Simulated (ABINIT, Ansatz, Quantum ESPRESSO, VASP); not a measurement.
# SrTiO3 (Pm-3m, 5 atoms in the cell) computed with different codes at matched settings

Self-consistent single point.

```
CELL_PARAMETERS angstrom
      3.98896     0.00000     0.00000
      0.00000     3.98896     0.00000
      0.00000     0.00000     3.98896
ATOMIC_POSITIONS crystal
  Sr 0.00000 0.00000 0.00000
  Ti 0.50000 0.50000 0.50000
  O  0.50000 0.00000 0.50000
  O  0.00000 0.50000 0.50000
  O  0.50000 0.50000 0.00000
```

Shared settings, as Ansatz (a first-principles code) writes them: kpoints.mp_grid.grid = 7 7 7; scf.occupations.method = fermi_dirac; scf.occupations.width = 0.02 eV. Potentials and cutoffs stand in the table.

```tsv
code	model	pressure (GPa)	cutoff
ABINIT	PBE, PAW (JTH v2.0 PBE PAW)	-6.54	30 Ha
Quantum ESPRESSO	PBE, PseudoDojo standard norm-conserving (PBE) pseudopotentials	-6.57	85 Ry
VASP	PBE, VASP's PBE PAW potentials (set 64)	-10.57	400 eV
Ansatz	PBE, default PAW files	-6.74	default
```

On Ansatz's run: spin polarisation is off, so a magnetic state, if there is one, cannot be reached.

The spread over the programs that give each value: pressure within 4.03 GPa.

Ansatz's pressure is given at a fixed set of plane waves, as the other plane-wave codes print theirs; with its correction for the finite basis it is -6.20 GPa (the shift of 0.54 GPa shows how far the cutoff is from converged). In the pressure, VASP (by 3.91) lies more than 1 GPa from the median of the plane-wave programs.

This mesh misses zone-boundary points where a band edge of such crystals can lie, so no gaps are given.

On the base mesh (6 6 6) the same programs gave: Quantum ESPRESSO pressure -6.57 GPa; ABINIT pressure -6.54 GPa; Ansatz pressure -6.75 GPa; VASP pressure -10.50 GPa.

VASP's run is marked for a possible Pulay error in its stress at this cutoff; no cutoff test was made.

The starting cell has typed, rounded lattice constants, without a prior relaxation at this level. Its lattice was rescaled by a random factor within 2.5 % of one.

Left out of this page: GPAW, FLEUR and SIESTA (not drawn, or without a comparable value); CP2K (on another mesh).

Keys are those of Ansatz 0.2.
